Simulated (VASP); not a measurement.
Output of a VASP run:

### OUTCAR
```
 ion  position               nearest neighbor table
   1  0.000  0.000  0.000-
  LATTYP: Found a body centered tetragonal cell.
 ALAT       =     3.4562568690
 C/A-ratio  =     1.0300000000
 Subroutine PRICEL returns:
 Original cell was already a primitive cell.
 Subroutine GETGRP returns: Found 16 space group operations
The static configuration has the point symmetry D_4h.
The dynamic configuration has the point symmetry D_4h.
 Subroutine INISYM returns: Found 16 space group operations
 Subroutine IBZKPT returns following result:
 Found    244 irreducible k-points:

 Following reciprocal coordinates:
            Coordinates               Weight
  0.000000  0.000000  0.000000      1.000000
  0.071429  0.000000  0.000000      8.000000
  0.142857  0.000000 -0.000000      8.000000
  0.214286 -0.000000  0.000000      8.000000
  0.285714  0.000000  0.000000      8.000000
  0.357143  0.000000 -0.000000      8.000000
  0.428571 -0.000000  0.000000      8.000000
  0.500000  0.000000  0.000000      4.000000
  0.071429  0.071429  0.000000      8.000000
  0.142857  0.071429  0.000000     16.000000
  0.214286  0.071429  0.000000     16.000000
  0.285714  0.071429  0.000000     16.000000
  0.357143  0.071429 -0.000000     16.000000
  0.428571  0.071429  0.000000     16.000000
  0.500000  0.071429  0.000000     16.000000
 -0.428571  0.071429  0.000000     16.000000
 -0.357143  0.071429  0.000000     16.000000
 -0.285714  0.071429 -0.000000     16.000000
 -0.214286  0.071429  0.000000     16.000000
 -0.142857  0.071429 -0.000000     16.000000
 -0.071429  0.071429  0.000000      4.000000
  0.142857  0.142857 -0.000000      8.000000
  0.214286  0.142857 -0.000000     16.000000
  0.285714  0.142857  0.000000     16.000000
  0.357143  0.142857 -0.000000     16.000000
  0.428571  0.142857 -0.000000     16.000000
  0.500000  0.142857 -0.000000     16.000000
 -0.428571  0.142857  0.000000     16.000000
 -0.357143  0.142857  0.000000     16.000000
 -0.285714  0.142857 -0.000000     16.000000
 -0.214286  0.142857  0.000000     16.000000
 -0.142857  0.142857  0.000000      4.000000
  0.214286  0.214286  0.000000      8.000000
  0.285714  0.214286  0.000000     16.000000
  0.357143  0.214286 -0.000000     16.000000
  0.428571  0.214286  0.000000     16.000000
  0.500000  0.214286 -0.000000     16.000000
 -0.428571  0.214286 -0.000000     16.000000
 -0.357143  0.214286  0.000000     16.000000
 -0.285714  0.214286  0.000000     16.000000
   k-points           NKPTS =    244   k-points in BZ     NKDIM =    244   number of bands    NBANDS=      5
   number of dos      NEDOS =    301   number of ions     NIONS =      1
   total plane-waves  NPLWV =  13824
   dimension x,y,z NGX =    24 NGY =   24 NGZ =   24
   dimension x,y,z NGXF=    48 NGYF=   48 NGZF=   48
   ions per type =               1
   PREC   = accura    normal or accurate (medium, high low for compatibility)
   ISTART =      0    job   : 0-new  1-cont  2-samecut
   ICHARG =      2    charge: 1-file 2-atom 10-const
   ISPIN  =      1    spin polarized calculation?
   LNONCOLLINEAR =      F non collinear calculations
   LSORBIT =      F    spin-orbit coupling
   INIWAV =      1    electr: 0-lowe 1-rand  2-diag
   ENCUT  =  600.0 eV  44.10 Ry    6.64 a.u.   6.04  6.04  6.04*2*pi/ulx,y,z
   NELM   =    100;   NELMIN=  2; NELMDL= -5     # of ELM steps
   EDIFF  = 0.1E-06   stopping-criterion for ELM
   LREAL  =      F    real-space projection
   NLSPLINE    = F    spline interpolate recip. space projectors
   LMAXMIX     =    2 max onsite mixed and CHGCAR
   VOSKOWN=      0    Vosko Wilk Nusair interpolation
   EDIFFG = 0.1E-05   stopping-criterion for IOM
   NSW    =      0    number of steps for IOM
   NBLOCK =      1;   KBLOCK =      1    inner block; outer block
   IBRION =     -1    ionic relax: 0-MD 1-quasi-New 2-CG
...
```

### OSZICAR
```
       N       E                     dE             d eps       ncg     rms          rms(c)
DAV:   1     0.410951131079E+00    0.41095E+00   -0.78737E+02  2450   0.469E+02
DAV:   2    -0.245291393930E+01   -0.28639E+01   -0.27489E+01  3350   0.664E+01
DAV:   3    -0.265209486243E+01   -0.19918E+00   -0.19702E+00  3205   0.125E+01
DAV:   4    -0.265565430795E+01   -0.35594E-02   -0.35594E-02  3125   0.173E+00
DAV:   5    -0.265569463836E+01   -0.40330E-04   -0.40330E-04  3245   0.162E-01    0.113E-01
DAV:   6    -0.225194604786E+01    0.40375E+00   -0.13906E-01  3070   0.286E+00    0.319E-01
DAV:   7    -0.227522227016E+01   -0.23276E-01   -0.12563E-02  3015   0.173E+00    0.266E-01
DAV:   8    -0.225024727895E+01    0.24975E-01   -0.36344E-02  3125   0.272E+00    0.336E-02
DAV:   9    -0.238829873779E+01   -0.13805E+00   -0.47872E-02  3010   0.286E+00    0.337E-02
DAV:  10    -0.238410999728E+01    0.41887E-02   -0.16076E-03  2475   0.659E-01    0.205E-02
DAV:  11    -0.238449372770E+01   -0.38373E-03   -0.75969E-04  2715   0.309E-01    0.143E-02
DAV:  12    -0.238189692128E+01    0.25968E-02   -0.38417E-04  2460   0.275E-01    0.108E-02
DAV:  13    -0.238202900874E+01   -0.13209E-03   -0.28253E-04  2450   0.294E-01    0.719E-03
DAV:  14    -0.238206236736E+01   -0.33359E-04   -0.75912E-05  3000   0.910E-02    0.783E-03
DAV:  15    -0.238207547571E+01   -0.13108E-04   -0.22599E-05  2545   0.461E-02    0.512E-03
DAV:  16    -0.238207426229E+01    0.12134E-05   -0.28534E-06  3675   0.197E-02    0.500E-03
DAV:  17    -0.238211953765E+01   -0.45275E-04   -0.13173E-05  2700   0.347E-02    0.272E-03
DAV:  18    -0.238215007609E+01   -0.30538E-04   -0.98682E-06  2800   0.344E-02    0.972E-04
DAV:  19    -0.238215886079E+01   -0.87847E-05   -0.17557E-06  2960   0.128E-02    0.515E-04
DAV:  20    -0.238215306671E+01    0.57941E-05   -0.75647E-08  2875   0.361E-03    0.411E-04
DAV:  21    -0.238214203894E+01    0.11028E-04   -0.48456E-07  2580   0.630E-03    0.134E-04
DAV:  22    -0.238214138015E+01    0.65878E-06   -0.39635E-08  3070   0.262E-03    0.793E-05
DAV:  23    -0.238214024085E+01    0.11393E-05   -0.17263E-08  1790   0.130E-03    0.244E-05
DAV:  24    -0.238214031620E+01   -0.75354E-07   -0.27994E-09  1225   0.876E-04
   1 F= -.23821403E+01 E0= -.23820635E+01  d E =-.230445E-03
```

File OUTCAR:
```
------------------------ aborting loop because EDIFF is reached ----------------------------------------
  FORCE on cell =-STRESS in cart. coord.  units (eV):
  Direction    XX          YY          ZZ          XY          YZ          ZX
  --------------------------------------------------------------------------------------
  Total       -0.0496358     -0.0496358      0.0052393      0.0000000     -0.0000000      0.0000000
  in kB       -3.7400762     -3.7400762      0.3947838      0.0000000     -0.0000000      0.0000000
  external PRESSURE =      -2.3617895 kB  Pullay stress =       0.0000000 kB
  volume of cell :       21.26
      direct lattice vectors                 reciprocal lattice vectors
    -1.728128435  1.728128435  1.779972287     0.000000000  0.289330347  0.280903250
     1.728128435 -1.728128435  1.779972287     0.289330347  0.000000000  0.280903250
     1.728128435  1.728128435 -1.779972287     0.289330347  0.289330347  0.000000000
 POSITION                                       TOTAL-FORCE (eV/Angst)
 -----------------------------------------------------------------------------------
      0.00000      0.00000      0.00000        -0.000000      0.000000      0.000000
 -----------------------------------------------------------------------------------
    total drift:                               -0.000000      0.000000      0.000000
  FREE ENERGIE OF THE ION-ELECTRON SYSTEM (eV)
  ---------------------------------------------------
  free  energy   TOTEN  =        -2.3821403162 eV

  energy  without entropy=       -2.3819098715  energy(sigma->0) =       -2.38206350
```
(Selected blocks of OUTCAR.)

### POSCAR
```
Li
1
   -1.7281284345     1.7281284345     1.7799722875
    1.7281284345    -1.7281284345     1.7799722875
    1.7281284345     1.7281284345    -1.7799722875
Li
1
Direct
  0.0000000000   0.0000000000   0.0000000000
```

**Question.** Reconstruct the remaining input files.

**Answer.** Several could match; the one computed here: the input of the run itself, r2SCAN meta-GGA, plane waves, VASP's PBE PAW potentials (set 64).

**KPOINTS**
```
Automatic
0
G
 14 14 14
```

**INCAR**
```
# general
SYSTEM  = Li
PREC    = Accurate
ENCUT   = 600
LREAL   = .False.
LASPH   = .True.

# electronic loop
EDIFF   = 1E-7
NELM    = 100
ALGO    = Normal
LMIXTAU = .True.

# smearing
ISMEAR  = 1
SIGMA   = 0.1

# functional
METAGGA = R2SCAN

# ions
ISIF    = 2

# output
LWAVE   = .False.
LCHARG  = .False.
```

POTCAR, in this order: Li_sv (PBE.64 set). Program: vasp_std.

The compound is Li in the bcc structure. This cell was strained or had an atom moved on purpose.
